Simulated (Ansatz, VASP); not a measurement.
# Cross-check of Ti (free-standing triangular Ti monolayer, spacing 3.288 A) between VASP and Ansatz

One calculation is typed for both programs; each brings its own data sets. How far apart do they land? The cell is taken from a series of runs on this material, whose earlier steps may have relaxed, scaled, displaced or heated it; both programs get it as it stands.

Program: Ansatz 0.2.0. Level of theory: plane waves, with VASP 6.6.1 beside it; single point at PBEsol. Results are calculated unless marked as measured.

## Step 1: Starting point

The cell holds 1 atom: 1 Ti. Its edges and angles: a = 3.288 Å, b = 3.288 Å, c = 14.000 Å, α = 90.0°, β = 90.0°, γ = 120.0°. As first built, before any earlier steps moved the atoms (in the runner's words): model lattice. Vacuum lies along c.

## Step 2: Ansatz: single point, PBEsol

Ansatz runs on its PAW soft_1 files.

A single point gives forces, pressure and levels at one fixed geometry, so differences don't come from the geometry; what else differs is listed under the comparison.

input.yaml

```yaml
crystal:
  lattice:
    - [3.288, 0.0, 0.0]
    - [-1.644, 2.847492, 0.0]
    - [0.0, 0.0, 14.0]
  atoms:
    - { symbol: Ti, position: [0.0, 0.0, 0.5], spin: 1.0 }
magnetization:
  spin_polarized: true
kpoints:
  mp_grid: { grid: [10, 10, 1] }
hamiltonian:
  xc: pbesol
  pseudopotentials: { kind: paw, azcp: { folder: soft_1 }, xc_functional: pbe }
scf:
  occupations: { method: fermi_dirac, width: 0.1 }
  max_iter: 120
  convergence: { dr2_threshold: 1.0e-08 }
  lower_state_search: "off"
```

Command:

```sh
$ ansatz run input.yaml --threads 4 --pin off --max-ram 8192MiB --backend cpu --events-out ev --progress --plain --runs-dir out
```

Numbers of over 12 decimals in the logs are rounded to 6 here.

The program printed:

```text
Engine: ansatz 0.2.0, aarch64-unknown-linux-gnu
Pseudopotentials: kind: paw
Pseudopotential: Ti, paw, valence charge 12, recommended cutoff 420 eV (normal), soft_1/Ti.paw.azcp
Functional definition: PBEsol
  exchange = pbesol_x
  correlation = pbesol_c
Crystal: 1 atoms, lattice volume = 131.076 Å³
Basis set: ecut = 420 eV, 2627 PW (Γ)
Bands: 11, of which v1, the nominal top of the filled ones, is band 6 counted from 1 (5 counted from 0)
Symmetry: 24 space group operations
Space group: P6/mmm (ITA 191), of the structure as read, at distance tolerance 5.1e-5 Å
Magnetic group: BNS 191.233 (UNI 1463), of the structure as read, at distance tolerance 5.1e-5 Å
k-points: 14 of 100
Non-local potential: Ti, projectors of the file, l = 0: 3, l = 1: 2, l = 2: 3, l = 3: 1
PAW form: soft (Blöchl's): semilocal exchange-correlation on the pseudo side does not see the compensation charge
PAW frozen core: Ti, regenerated for the run's functional, and the local potential with it (the file was generated under x = pbe(κ = 0.804, μ = 0.219515), c = pbe(β = 0.066725))
PAW one-centre angular grid: Ti, 590 points (default); XC on 64 Gauss nodes
Initial density: superposition of atomic densities (neutral atoms: chi_scale 0, normalization atom)
Starting moments: Σ|m| = 1 μB on 1 of 1 site
Initial wavefunctions: pseudopotential atomic-orbital guess
Functional: x = pbesol(κ = 0.804, μ = 0.123457), c = pbesol(β = 0.046)
SCF iter   1: F=—  HF=-2471.242539 eV  |F-HF|=—  |Δ(HF+E_count)|=         —  Δρ=1.42e-2 (↑1.42e-2 ↓1.06e-2)  dr2=1.33e0  dr2_m=3.88e-2  M=1.385 μB ∫|m|=1.386 μB  β_m=1.00  ethr=3.10e-3  ⟨swp⟩=5.5  Hψ=1799  notcnv=0
preconditioner: auto → LDOS  [metal: Δε(μ)=0.018 eV  Ē_g=2.693 eV  σ=0.100 eV  W_gap=0.04  n_scr=8 (ndim 8)  ℏωp=6.5 eV  f_vac=0.620  D(μ)=3.67/eV (n_scr^D=16)]
spin=Collinear: LDOS preconditioning applied to the charge; magnetization (m = ρ↑ − ρ↓) channel mixes plain (no charge-response kernel on spin).
SCF iter   2: F=—  HF=-2471.127728 eV  |F-HF|=—  |Δ(HF+E_count)|=   1.15e-1  Δρ=9.60e-3 (↑9.60e-3 ↓8.09e-3)  dr2=5.38e-1  dr2_m=5.54e-2  M=1.867 μB ∫|m|=1.867 μB  β_m=1.00  ethr=3.10e-3  ⟨swp⟩=2.0  Hψ=605  notcnv=0
SCF iter   3: F=—  HF=-2471.054412 eV  |F-HF|=—  |Δ(HF+E_count)|=   7.33e-2  Δρ=7.15e-3 (↑7.15e-3 ↓4.13e-3)  dr2=8.68e-2  dr2_m=2.69e-2  M=2.179 μB ∫|m|=2.179 μB  β_m=1.00  ethr=3.10e-3  ⟨swp⟩=2.2  Hψ=466  notcnv=0
SCF iter   4: F=—  HF=-2471.071663 eV  |F-HF|=—  |Δ(HF+E_count)|=   1.73e-2  Δρ=2.29e-3 (↑2.29e-3 ↓1.47e-3)  dr2=6.36e-3  dr2_m=2.47e-3  M=2.320 μB ∫|m|=2.320 μB  β_m=1.00  ethr=7.23e-4  ⟨swp⟩=2.0  Hψ=508  notcnv=0
SCF iter   5: F=—  HF=-2471.091622 eV  |F-HF|=—  |Δ(HF+E_count)|=   2.00e-2  Δρ=1.36e-3 (↑1.36e-3 ↓8.15e-4)  dr2=2.06e-3  dr2_m=7.65e-4  M=2.382 μB ∫|m|=2.382 μB  β_m=0.30  ethr=5.30e-5  ⟨swp⟩=2.5  Hψ=522  notcnv=0
Mixer restart at iter 5: flushing history
spin-set hold released at iteration 5 (site moments contracting): the magnetisation degrees of freedom join the quasi-Newton model from the next iteration; the mixer history was flushed
SCF iter   6: F=—  HF=-2471.100173 eV  |F-HF|=—  |Δ(HF+E_count)|=   8.55e-3  Δρ=1.36e-3 (↑1.36e-3 ↓7.66e-4)  dr2=1.93e-3  dr2_m=9.37e-4  M=2.402 μB ∫|m|=2.402 μB  β_m=0.64  ethr=1.72e-5  ⟨swp⟩=1.1  Hψ=312  notcnv=0
SCF iter   7: F=—  HF=-2471.110189 eV  |F-HF|=—  |Δ(HF+E_count)|=   1.00e-2  Δρ=4.92e-4 (↑4.92e-4 ↓2.93e-4)  dr2=3.39e-4  dr2_m=1.40e-4  M=2.460 μB ∫|m|=2.460 μB  β_m=0.72  ethr=1.61e-5  ⟨swp⟩=2.0  Hψ=478  notcnv=0
SCF iter   8: F=—  HF=-2471.110506 eV  |F-HF|=—  |Δ(HF+E_count)|=   3.16e-4  Δρ=2.51e-4 (↑2.51e-4 ↓1.72e-4)  dr2=8.62e-5  dr2_m=3.82e-5  M=2.470 μB ∫|m|=2.470 μB  β_m=0.81  ethr=2.82e-6  ⟨swp⟩=2.0  Hψ=393  notcnv=0
SCF iter   9: F=—  HF=-2471.110626 eV  |F-HF|=—  |Δ(HF+E_count)|=   1.20e-4  Δρ=6.69e-5 (↑6.69e-5 ↓3.43e-5)  dr2=2.45e-6  dr2_m=2.58e-6  M=2.478 μB ∫|m|=2.478 μB  β_m=0.88  ethr=7.18e-7  ⟨swp⟩=2.2  Hψ=427  notcnv=0
SCF iter  10: F=—  HF=-2471.110633 eV  |F-HF|=—  |Δ(HF+E_count)|=   6.94e-6  Δρ=2.15e-5 (↑2.08e-5 ↓2.15e-5)  dr2=1.04e-6  dr2_m=3.60e-7  M=2.481 μB ∫|m|=2.481 μB  β_m=0.94  ethr=2.04e-8  ⟨swp⟩=2.3  Hψ=454  notcnv=0
SCF iter  11: F=—  HF=-2471.110634 eV  |F-HF|=—  |Δ(HF+E_count)|=   1.24e-6  Δρ=1.69e-5 (↑1.69e-5 ↓7.38e-6)  dr2=1.41e-7  dr2_m=1.56e-7  M=2.482 μB ∫|m|=2.482 μB  β_m=0.97  ethr=8.68e-9  ⟨swp⟩=2.7  Hψ=484  notcnv=0
SCF iter  12: F=—  HF=-2471.110634 eV  |F-HF|=—  |Δ(HF+E_count)|=   1.69e-7  Δρ=4.28e-6 (↑4.28e-6 ↓2.32e-6)  dr2=5.18e-8  dr2_m=3.17e-9  M=2.482 μB ∫|m|=2.483 μB  β_m=0.93  ethr=1.18e-9  ⟨swp⟩=2.1  Hψ=515  notcnv=0
SCF iter  13: F=-2471.110634 eV  HF=-2471.110634 eV  |F-HF|=5.84e-10  |Δ(HF+E_count)|=   8.77e-9  Δρ=1.16e-6 (↑1.16e-6 ↓2.82e-7)  dr2=1.33e-9  dr2_m=4.25e-10  M=2.483 μB ∫|m|=2.483 μB  ethr=8.33e-11  ⟨swp⟩=1.0  Hψ=803  notcnv=0
SCF 1 converged in 13 iterations: F = -2471.110634 eV  dr2 = 1.33e-9
  greatest PAW one-centre occupation: 0.999 electrons in one spin orbital (limit 2), on the Ti atom at site 0 (counted from 0), in its partial waves of l = 0
SCF converged after 13 iterations
Magnetization: 2.4825 μB (7.2413 up, 4.7587 down)
Absolute magnetization: 2.4826 μB (∫|ρ↑−ρ↓|, with the PAW one-centre terms)
Spin contamination: 0.0004 ħ² per cell (⟨S²⟩ above its minimum at these occupations)
Per-site moments (μB) at R_I (Å): [(1.852851, 1.356300)]
Free energy (F): -2471.110634 eV
Harris-Foulkes:  -2471.110634 eV  (|F-HF|=5.84e-10)
Internal energy: -2471.016668 eV  (E = F + TS)
E sigma→0 (E₀):  -2471.063651 eV
Entropy (-TS):   -0.093966 eV (-93.966 meV/atom)
Fermi energy:    -1.532201 eV
--- Per-component energies (eV) ---
  E_band       = -336.098380
  E_kinetic    = 275.724239
  E_local      = -3591.479348  (includes V_loc(G=0)·N_el)
  E_nonlocal   = 63.978681
  E_hartree    = 1614.516680
  E_xc         = -110.907460
  E_vxc        = -139.222516  (∫ρ·V_xc dr)
  E_paw        = -1017.888309  (= ΣΔE_a)
  E_vpaw       = -174.133613  (= ΣTr[D̂ρ^β])
  E_aug_tail   = -0.000081  (compensation charges beyond the density's cutoff)
  E_ewald      = 294.899543
  E_core_change = 0.139385  (= ΣΔE_core)
  E_smearing   = -0.093966  (= −TS)
  E_closure    = 0.000000  (closes the sum)
  Σ components = -2471.110634   (vs F -2471.110634, Δ=0.00e0)
```

In the SCF lines HF is the Harris–Foulkes energy and dr2 the Hartree energy of the density residual, in eV; the loop may stop once dr2 is under the threshold and the program's other checks hold. Hψ counts applications of the Hamiltonian.

## Step 3: VASP: single point, PBEsol

The same cell, functional, mesh and smearing now go to VASP, with its own data sets.

Lines of VASP's logs that name or quote its potential files are left out, and so is its time.

INCAR

```
SYSTEM = Ti
PREC = Accurate
ENCUT = 400
EDIFF = 1E-06
NELM = 200
ISMEAR = -1
SIGMA = 0.1
LREAL = .FALSE.
ALGO = Normal
GGA = PS
NBANDS = 14
ISPIN = 2
MAGMOM = 1.85
LASPH = .TRUE.
LMAXMIX = 4
LORBIT = 11
LWAVE = .FALSE.
LCHARG = .FALSE.
ISIF = 2
GGA_COMPAT = .FALSE.
```

POSCAR

```
Ti
1.0
    3.2880000000      0.0000000000      0.0000000000
   -1.6440000000      2.8474920000      0.0000000000
    0.0000000000      0.0000000000     14.0000000000
Ti
1
Direct
    0.0000000000      0.0000000000      0.5000000000
```

KPOINTS

```
Automatic mesh
0
Gamma
10 10 1
0 0 0
```

PAW data sets: Ti_sv (PBE family, release 64).

Command:

```sh
$ mpirun -np 1 vasp_std
```

The program printed:

```text
[banner, memory and clock lines left out]
running    1 mpi-ranks, on    1 nodes
 distrk:  each k-point on    1 cores,    1 groups
 distr:  one band on    1 cores,    1 groups

 POSCAR found type information on POSCAR Ti
 POSCAR found :  1 types and       1 ions
|                                                                             |
|               ----> ADVICE to this user running VASP <----                  |
|                                                                             |
|     You enforced a specific xc type in the INCAR file but a different       |
|     [... a line on the potential file left out ...]
|     I HOPE YOU KNOW WHAT YOU ARE DOING!                                     |
|                                                                             |

 LDA part: xc-table for (Slater+PW92), standard interpolation
 POSCAR, INCAR and KPOINTS ok, starting setup
 FFT: planning ... GRIDC
 FFT: planning ... GRID_SOFT
 FFT: planning ... GRID
 WAVECAR not read
 entering main loop
       N       E                     dE             d eps       ncg     rms          rms(c)
DAV:   1     0.481238461928E+02    0.48124E+02   -0.58265E+03  1008   0.536E+02
DAV:   2     0.208376232035E+01   -0.46040E+02   -0.44375E+02  1000   0.162E+02
DAV:   3    -0.597864909545E+01   -0.80624E+01   -0.79490E+01  1348   0.462E+01
DAV:   4    -0.634490266090E+01   -0.36625E+00   -0.36576E+00   918   0.101E+01
DAV:   5    -0.635659219310E+01   -0.11690E-01   -0.11689E-01  1022   0.158E+00    0.836E+00
DAV:   6    -0.542474602187E+01    0.93185E+00   -0.52855E+00   832   0.179E+01    0.534E+00
DAV:   7    -0.552476323269E+01   -0.10002E+00   -0.40168E-01   868   0.441E+00    0.182E+00
DAV:   8    -0.549000424960E+01    0.34759E-01   -0.11425E-01   880   0.192E+00    0.102E+00
DAV:   9    -0.546403603282E+01    0.25968E-01   -0.65509E-02   834   0.118E+00    0.544E-01
DAV:  10    -0.547427318016E+01   -0.10237E-01   -0.88238E-03   896   0.552E-01    0.307E-01
DAV:  11    -0.551577501410E+01   -0.41502E-01   -0.10647E-02   808   0.511E-01    0.190E-01
DAV:  12    -0.553240089409E+01   -0.16626E-01   -0.48037E-03   842   0.299E-01    0.158E-01
DAV:  13    -0.555233852161E+01   -0.19938E-01   -0.88090E-03   840   0.323E-01    0.739E-02
DAV:  14    -0.555519703857E+01   -0.28585E-02   -0.67260E-04   864   0.104E-01    0.425E-02
DAV:  15    -0.555579034295E+01   -0.59330E-03   -0.12660E-04   834   0.788E-02    0.300E-02
DAV:  16    -0.555592379901E+01   -0.13346E-03   -0.99075E-05   838   0.406E-02    0.135E-02
DAV:  17    -0.555592491413E+01   -0.11151E-05   -0.20466E-05   874   0.227E-02    0.906E-03
DAV:  18    -0.555606914874E+01   -0.14423E-03   -0.10945E-05   850   0.140E-02    0.329E-03
DAV:  19    -0.555619494273E+01   -0.12579E-03   -0.61028E-06   832   0.838E-03    0.249E-03
DAV:  20    -0.555625027881E+01   -0.55336E-04   -0.43040E-06   806   0.745E-03    0.177E-03
DAV:  21    -0.555625967282E+01   -0.93940E-05   -0.40811E-07   788   0.315E-03    0.485E-04
DAV:  22    -0.555626384141E+01   -0.41686E-05   -0.18732E-07   748   0.190E-03    0.501E-04
DAV:  23    -0.555626476507E+01   -0.92366E-06   -0.41564E-08   690   0.104E-03
   1 F= -.55562648E+01 E0= -.55089890E+01  d E =-.945515E-01  mag=     2.4916
```

From OUTCAR (step 3):

```text
ion  position               nearest neighbor table
   1  0.000  0.000  0.500-

  LATTYP: Found a hexagonal cell.
 ALAT       =     3.2880000000
 C/A-ratio  =     4.2579075426

 Subroutine GETGRP returns: Found 24 space group operations
 (whereof 24 operations were pure point group operations)

The static configuration has the point symmetry D_6h.

 Found     14 irreducible k-points:

   k-points           NKPTS =     14   k-points in BZ     NKDIM =     14   number of bands    NBANDS=     14

   dimension x,y,z NGX =    24 NGY =   24 NGZ =   96
   dimension x,y,z NGXF=    48 NGYF=   48 NGZF=  192

   ENCUT  =  400.0 eV  29.40 Ry    5.42 a.u.   5.36  5.36 22.83*2*pi/ulx,y,z

   NELECT =      12.0000    total number of electrons

 k-points in reciprocal lattice and weights: Automatic mesh
   0.00000000  0.00000000  0.00000000       0.010
   0.10000000 -0.00000000  0.00000000       0.060
   0.20000000 -0.00000000  0.00000000       0.060
   0.30000000  0.00000000  0.00000000       0.060
   0.40000000 -0.00000000  0.00000000       0.060
   0.50000000  0.00000000  0.00000000       0.030
   0.10000000  0.10000000  0.00000000       0.060
   0.20000000  0.10000000  0.00000000       0.120
   0.30000000  0.10000000  0.00000000       0.120
[...]
0.40000000  0.20000000  0.00000000       0.060
   0.30000000  0.30000000  0.00000000       0.060

 average (electrostatic) potential at core
       1 -83.1843

 E-fermi :  -2.1862

 spin component 1
 k-point     1 :       0.0000    0.0000    0.0000
  band No.  band energies     occupation
    ...
      2     -36.4872      1.00000
      3     -36.1169      1.00000
      4     -36.1169      1.00000
      5      -6.2561      1.00000
      6      -2.7545      0.99661
      7      -2.1723      0.46541
      8      -2.0738      0.24526
      9      -2.0738      0.24526
     10      -1.3595      0.00026
     11      -1.3595      0.00026
    ...

 k-point     2 :       0.1000   -0.0000    0.0000
  band No.  band energies     occupation
    ...
      3     -36.1310      1.00000
      4     -36.1203      1.00000
      5      -6.0389      1.00000
      6      -2.6808      0.99294
      7      -2.3412      0.82493
      8      -2.1808      0.48664
      9      -1.9555      0.09059
     10      -1.3869      0.00034
     11      -1.0805      0.00002
     12       1.4735      0.00000
    ...

 k-point     3 :       0.2000   -0.0000    0.0000
  band No.  band energies     occupation
    ...
      4     -36.1292      1.00000
      5      -5.4198      1.00000
      6      -2.6189      0.98696
      7      -2.5334      0.96988
      8      -2.3741      0.86753
      9      -1.6274      0.00373
     10      -1.4577      0.00069
     11      -0.4445      0.00000
     12       1.9830      0.00000
     13       3.1373      0.00000
    ...

 k-point     4 :       0.3000    0.0000    0.0000
  band No.  band energies     occupation
    ...
      3     -36.2128      1.00000
      4     -36.1402      1.00000
      5      -4.5493      1.00000
      6      -2.8557      0.99876
      7      -2.6258      0.98782
      8      -2.1799      0.48432
      9      -1.5434      0.00161
     10      -1.1747      0.00004
     11       0.4495      0.00000
     12       2.8299      0.00000
    ...

 k-point     5 :       0.4000   -0.0000    0.0000
  band No.  band energies     occupation
    ...
      3     -36.2491      1.00000
      4     -36.1491      1.00000
      5      -3.9336      1.00000
      6      -3.0097      0.99974
      7      -2.2509      0.65632
      8      -1.9351      0.07514
      9      -1.6117      0.00319
     10      -0.7565      0.00000
     11       1.5482      0.00000
     12       2.8086      0.00000
    ...

 k-point     6 :       0.5000    0.0000    0.0000
  band No.  band energies     occupation
    ...
      2     -36.4685      1.00000
      3     -36.2629      1.00000
      4     -36.1525      1.00000
      5      -3.8244      1.00000
      6      -3.0628      0.99984
      7      -1.9386      0.07756
      8      -1.6376      0.00413
      9      -1.5682      0.00207
     10      -0.5804      0.00000
     11       1.7261      0.00000
    ...

  Total       -3.3105300     -3.3105311     -0.0652116      0.0000000      0.0000000     -0.0000000
  in kB      -40.4655788    -40.4655922     -0.7971008      0.0000000      0.0000000     -0.0000000
  external PRESSURE =     -27.2427572 kB  Pullay stress =       0.0000000 kB

  energy-cutoff  :      400.00
  volume of cell :      131.08
      direct lattice vectors                 reciprocal lattice vectors
     3.288000000  0.000000000  0.000000000     0.304136253  0.175593118  0.000000000
    -1.644000000  2.847492000  0.000000000     0.000000000  0.351186237  0.000000000
     0.000000000  0.000000000 14.000000000     0.000000000  0.000000000  0.071428571

 POSITION                                       TOTAL-FORCE (eV/Angst)
 -----------------------------------------------------------------------------------
      0.00000      0.00000      7.00000         0.000000      0.000000      0.000000
 -----------------------------------------------------------------------------------
    total drift:                                0.000000     -0.000000      0.000000

  FREE ENERGIE OF THE ION-ELECTRON SYSTEM (eV)
  ---------------------------------------------------
  free  energy   TOTEN  =        -5.5562647651 eV

  energy  without entropy=       -5.4617132683  energy(sigma->0) =       -5.50898902

 total charge
# of ion       s       p       d       tot
------------------------------------------
    1        2.198   6.000   1.825  10.023

 magnetization (x)
# of ion       s       p       d       tot
------------------------------------------
    1        0.022   0.049   1.531   1.601

[... 6 further parts left out ...]
```

## Step 4: Comparison

Known differences besides the potentials themselves: VASP starts from the moments at which Ansatz ended; the cutoff is 420 eV in Ansatz and 400 eV in VASP; Ansatz makes its cores anew for this functional, VASP keeps those of its PBE data sets; site moments are counted in spheres of each program's own size. Total energies have different zeros and are not compared.

The two programs side by side:

| quantity | Ansatz | VASP | difference |
| --- | --- | --- | --- |
| total moment (μB) | 2.48 | 2.49 | -0.01 |
| moment on Ti1 (μB) | 1.85 | 1.60 | +0.25 |

With vacuum in the cell, a pressure given here is an average over mostly empty space and none of the material.

## Step 5: What came out

```yaml
difference_in_total_moment_single_point_pbesol: -0.0091 μB
```

What this shows: The difference in total moment is -0.0091 μB (single point, PBEsol). Such differences can come from data sets, numerical settings and the points named under the comparisons, not from the functional's error against experiment.

[Lines on the potential files, build, host, timing and source positions are cut from VASP's logs without a mark.]

[Logs are printed without paths, hosts, clocks, repeated set-up lines and the standing remarks that a program may print on its own settings, such as how far it seeks lower states.]

[Hosts, paths, dates, database ids (printed as entryN), source tags and the programs' standing remarks are cut or masked in the printed files.]
